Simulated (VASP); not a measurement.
VASP runs on Sc (space group P6_3/mmc) share one base input (LDA (Ceperley-Alder, Perdew-Zunger), plane waves, VASP's LDA PAW potentials (set 64)) and change the settings named in each case.

KPOINTS:
```
Automatic mesh
0
Gamma
8 8 2
0.5 0.5 0.5
```

POSCAR:
```
Sc
1
    3.2744420000     0.0000000000     0.0000000000
   -1.6372210000     2.8357490000     0.0000000000
    0.0000000000     0.0000000000    10.5355380000
Sc
4
Direct
  0.0000000000   0.0000000000   0.0000000000
  0.0000000000   0.0000000000   0.5000000000
  0.3333330000   0.6666670000   0.2500000000
  0.6666670000   0.3333330000   0.7500000000
```

INCAR:
```
LWAVE  =  .FALSE.
ISIF  =  2
NELM  =  100
ENCUT  =  300
EDIFF  =  1E-6
SYSTEM  =  Sc
LMAXMIX  =  4
PREC  =  Accurate
LCHARG  =  .FALSE.
LREAL  =  .FALSE.   ! projection in real space or not
ISMEAR  =  0   ! Gaussian
SIGMA  =  0.2
ALGO  =  Normal   ! blocked Davidson
LASPH  =  .TRUE.   ! aspherical one-centre terms
```

POTCAR, in this order: Sc_sv (LDA.64 set). Program: vasp_std.

| change | E(σ→0) (eV/atom) | pressure (GPa) | −TS (eV) |
|---|---|---|---|
| base run | -6.6757 | -4.77 | -0.1609 |
| EDIFF = 1E-09, ENCUT = 420, KPOINTS 11×11×3 Γ-centred mesh shifted by (0.5, 0.5, 0.5) | -6.6762 | -4.39 | -0.1555 |
| EDIFF = 1E-04, ENCUT = 240, GGA = PS, KPOINTS 6×6×6 Γ-centred mesh shifted by (0.5, 0.5, 0.5), POTCAR Sc_sv (PBE.64 set) | -6.5764 | -2.51 | -0.1564 |
| ENCUT = 150, KPOINTS 8×8×8 Γ-centred mesh shifted by (0.5, 0.5, 0.5) | -5.7463 | -106.46 | -0.1484 |
| EDIFF = 1E-04, ENCUT = 240, GGA = PS, KPOINTS 2×2×2 Γ-centred mesh shifted by (0.5, 0.5, 0.5), POTCAR Sc_sv (PBE.64 set) | -6.4719 | 0.20 | -0.1672 |
| ENCUT = 180, KPOINTS 6×6×6 Γ-centred mesh shifted by (0.5, 0.5, 0.5) | -6.5344 | -30.84 | -0.1552 |
 Energies of different potentials or functionals have different zeros.  At 300 eV the pressure can carry a Pulay error.

Left out are runs that ran out of time, are held back, or changed the cell or the kind of run, fixed moments of cells without a moment, rows past the twelfth, gaps on odd meshes, pressures of charged cells and columns that move by less than the noise.

The structure was generated: Sc was put into an ordered model structure, which need not be its known phase. The cell was not relaxed at this level, its lattice was scaled by up to 2.5 %.
